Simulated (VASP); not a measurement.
Here is the system:

```
CELL_PARAMETERS angstrom
      0.00000     3.18118     3.18118
      3.18118     0.00000     3.18118
      3.18118     3.18118     0.00000
ATOMIC_POSITIONS crystal
  Ba 0.00000 0.00000 0.00000
  S  0.50000 0.50000 0.50000
```

Method: PBEsol GGA, VASP's PBE PAW potentials (set 64) (plane waves; VASP). Run with 500 eV cut-off, 7×7×7 Γ-centred mesh, Gaussian smearing of 0.050 eV, potentials Ba_sv S.

Q: What does the run give for the energy per atom (σ→0)?

A: 
| Property | Result |
|---|---|
| energy per atom (σ→0) | -5.360 eV/atom |

Only differences to runs with the same potentials and settings are physical.

The compound is BaS in the rock salt structure. It was relaxed first.
